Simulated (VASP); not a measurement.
All values below come from PBE GGA, VASP's PBE PAW potentials (set 64) (plane waves; VASP 6.6.1).

Input for VASP

### KPOINTS
```
Automatic mesh
0
Gamma
13 13 7
0 0 0
```

**INCAR**
```
IBRION=2
NELM=100
PSTRESS=100
NSW=40   ! most ionic steps
ALGO=Normal   ! blocked Davidson
GGA=PE
ISMEAR=1
LWAVE=.FALSE.
LMAXMIX=4   ! l cut-off of mixed one-centre charges
LASPH=.TRUE.
LREAL=.FALSE.   ! projection in real space or not
LCHARG=.FALSE.
ISIF=3
PREC=Accurate
EDIFF=1E-6   ! SCF stop (eV)
SYSTEM=Tl
ENCUT=500   ! plane-wave cut-off (eV)
SIGMA=0.1
EDIFFG=-0.02   ! ionic stop
```

**POSCAR**
```
Tl
1.0
  1.6700180310  -2.8925562890   0.0000000000
  1.6700180310   2.8925562890   0.0000000000
  0.0000000000   0.0000000000   5.2551660774
Tl
2
direct
  0.3333330000   0.6666670000   0.2500000000
  0.6666670000   0.3333330000   0.7500000000
```

POTCAR, in this order: Tl_d (PBE.64 set). Program: vasp_std.

What will the output report for the number of irreducible k-points (NKPTS), largest plane-wave count, number of space-group operations, FFT grid (NGX, NGY, NGZ)?

```json
{
 "number of irreducible k-points (NKPTS)": "84",
 "largest_plane_wave_count": "1304",
 "number_of_space_group_operations": "24",
 "FFT grid (NGX, NGY, NGZ)": "24 × 24 × 40"
}
```

The compound is Tl in the hcp structure. It was relaxed first under an external pressure of 10 GPa.
